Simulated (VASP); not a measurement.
Wanted: the native input for a VASP 6.6.1 run.

| Item | Value |
| --- | --- |
| Task | relaxation of cell and atoms |
| Functional | PBE |
| Potentials or basis | VASP PAW PBE potentials, release 64 (Ga_d, B, Sb) |
| Cutoff | 520 eV |
| k mesh | 10 × 10 × 4 |
| Occupations | gaussian, width 0.1 eV |
| Spin | no spin polarisation |
| Further INCAR settings | ALGO = Normal; EDIFF = 1e-06; IBRION = 2; EDIFFG = -0.01; NSW = 90; ISIF = 3 |

The structure of Ga3BSb2 lies in POSCAR:

```
Ga3BSb2
1.0
    3.9217611400      0.0000000000      0.0000000000
   -1.9608805700      3.3963447800      0.0000000000
    0.0000000000      0.0000000000      9.7920000000
Ga B Sb
3 1 2
Direct
    0.0000000000      0.0000000000      0.6690155200
    0.6666666700      0.3333333300      0.8233251600
    0.0000000000      0.0000000000      0.3319035900
    0.0000000000      0.0000000000      0.1150939500
    0.3333333300      0.6666666700      0.0385008200
    0.3333333300      0.6666666700      0.4921364400
```

The cell was built by a generator and needn't be a form met in nature.

These files were run (other wordings do the same):

INCAR

```
PREC = Accurate
ENCUT = 520
EDIFF = 1E-6
ISMEAR = 0
SIGMA = 0.1
LREAL = F
LASPH = T
NELM = 120
ALGO = Normal
ISIF = 3
LWAVE = F
LCHARG = F
GGA = PE
IBRION = 2
NSW = 90
EDIFFG = -0.01
KPAR = 4
```

KPOINTS

```
regular mesh
0
Gamma
  10 10 4
```

Potentials or basis: VASP PAW PBE potentials, release 64 (Ga_d, B, Sb).

Command:

```console
$ cat potpaw_PBE.64/Ga_d/POTCAR potpaw_PBE.64/B/POTCAR potpaw_PBE.64/Sb/POTCAR > POTCAR
$ mpirun -np 4 vasp_std > vasp.out
```

It gave:

```json
{"Relaxed volume": "21.92 Å³/atom", "Relaxed cell": "a = 3.755 Å, b = 3.755 Å, c = 10.770 Å, α = 90.00°, β = 90.00°, γ = 120.00°", "Space group after relaxing (to 0.05 Å)": "P3m1 (No. 156)", "Energy gained by relaxing": "14.9 meV/atom", "Ionic steps": "53", "Pressure after relaxing": "0.0 GPa", "Largest force after relaxing": "0.007 eV/Å", "Band gap on the k mesh": "none (metal or under the smearing width)"}
```

It took 25 min on 4 MPI ranks on Intel(R) Xeon(R) Platinum 8488C (Sapphire Rapids) (shared host), peak memory 0.39 GiB a rank.
